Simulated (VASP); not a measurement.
Input:

```xyz
8
Lattice="4.1673 0.0000 0.0000 0.0000 4.1673 0.0000 0.0000 0.0000 4.1673" Properties=species:S:1:pos:R:3 pbc="T T T"
Mg     0.0000     2.0837     2.0837
Mg     2.0837     0.0000     2.0837
Mg     2.0837     2.0837     0.0000
Zn     0.0000     0.0000     0.0000
O      2.0837     0.0000     0.0000
O      0.0000     2.0837     0.0000
O      0.0000     0.0000     2.0837
O      2.0837     2.0837     2.0837
```

These are LDA (Ceperley-Alder, Perdew-Zunger), VASP's LDA PAW potentials (set 64) (plane waves; VASP) values and carry that method's errors. Settings: 520 eV cut-off, 6×6×6 Γ-centred mesh, tetrahedra with Blöchl corrections, potentials Mg Zn O.

Question: What does the run give for the energy per atom (σ→0), band gap (on the k-mesh) with the smallest direct gap where there is one?

Answer: 
| Item | Result |
|---|---|
| band gap (on the k-mesh) | 2.49 eV |
| smallest direct gap (on the k-mesh) | 3.77 eV |
| energy per atom (σ→0) | -6.361 eV/atom |

Only differences to runs with the same potentials and settings are physical.

The structure comes from a computed database's Mg3ZnO4 entry (Pm-3m); how it stands against other phases isn't given here. It was relaxed first, which changed the volume by -8 %.
